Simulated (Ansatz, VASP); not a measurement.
# Al3InN4 in VASP and in Ansatz

```xyz
8
Lattice="3.2208 0.0000 0.0000 0.0000 3.2208 0.0000 0.0000 0.0000 9.1391" Properties=species:S:1:pos:R:3 pbc="T T T"
Al    0.0000    0.0000    6.6856
Al    0.0000    0.0000    2.4535
Al    1.6104    1.6104    4.5696
In    1.6104    1.6104    0.0000
N     1.6104    0.0000    7.7186
N     0.0000    1.6104    1.4205
N     1.6104    0.0000    3.5126
N     0.0000    1.6104    5.6265
```

Alike in both runs: functional PBE; k mesh 8 × 8 × 4; occupations gaussian, width 0.02 eV; no spin polarisation.

Ansatz relaxed the structure, and its values are those at the end. VASP's run is a single point on that final structure, the one shown.

|  | VASP | Ansatz |
| --- | --- | --- |
| version | VASP 6.6.1 | Ansatz 0.2.0 |
| potentials or method | VASP PAW PBE potentials, release 64 (Al, In_d, N) | scalar-relativistic, plane waves, PAW |
| plane-wave cutoff (eV) | 520 | 420 |
| valence electrons in the cell | 42 | 42 |

|  | VASP | Ansatz | Ansatz less VASP |
| --- | --- | --- | --- |
| gap on the k mesh at the Fermi level (eV) | 1.94 | 1.94 | +0.001 |
| least direct gap on the mesh (eV) | 1.94 | 1.94 | +0.001 |
| pressure (GPa) | -0.1 | 0.0 | +0.12 |
| rms of the force components (eV/Å) | 0.010 | 0.001 | -0.0098 |

Caveats: spin-orbit coupling is left out, which moves the levels of the heavy elements. Expect the measured gap to be larger: semilocal functionals such as PBE lack the derivative discontinuity. A k mesh can miss the band edges.
